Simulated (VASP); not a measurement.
A convergence study with VASP on CoSi2 (fluorite): one setting is varied, all else stays as given below, so the limit is that of these other settings. Each run relaxes cell and ions from the cell shown.

```
CoSi2
1.0
    0.00000     2.68000     2.68000
    2.68000     0.00000     2.68000
    2.68000     2.68000     0.00000
Co Si
1 2
Direct
  0.00000   0.00000   0.00000
  0.25000   0.25000   0.25000
  0.75000   0.75000   0.75000
```

Level of theory: LDA (Ceperley-Alder, Perdew-Zunger), VASP's LDA PAW potentials (set 64) (plane waves; VASP). The tightest run used: 550 eV cut-off, 14×14×14 Γ-centred mesh, first-order Methfessel-Paxton smearing of 0.10 eV, potentials Co Si.

| setting | relaxed volume (Å³/atom) | E (eV/atom) | irreducible k-points |
|---|---|---|---|
| 2×2×2 mesh | 12.017 | -7.0915 | 3 |
| 3×3×3 mesh | 12.219 | -7.2460 | 4 |
| 4×4×4 mesh | 12.213 | -7.3150 | 8 |

**Question.** These are the cheaper rows. Estimate the results at 14×14×14 mesh, and how far the last row shown lies from them.

**Answer.** 
| quantity | tightest run | last row shown is off by |
|---|---|---|
| relaxed volume (Å³/atom) | 12.236 | -0.023 |
| E (eV/atom) | -7.3098 | -0.0053 |

Left out are rungs that failed or repeat a setting and relaxations that didn't move; long series are thinned to 24 rows.

The compound is CoSi2 in the fluorite structure. The run is not spin-polarised, so no magnetic state was tried. The electron count is odd and the run is not spin-polarised, which forces a metal.
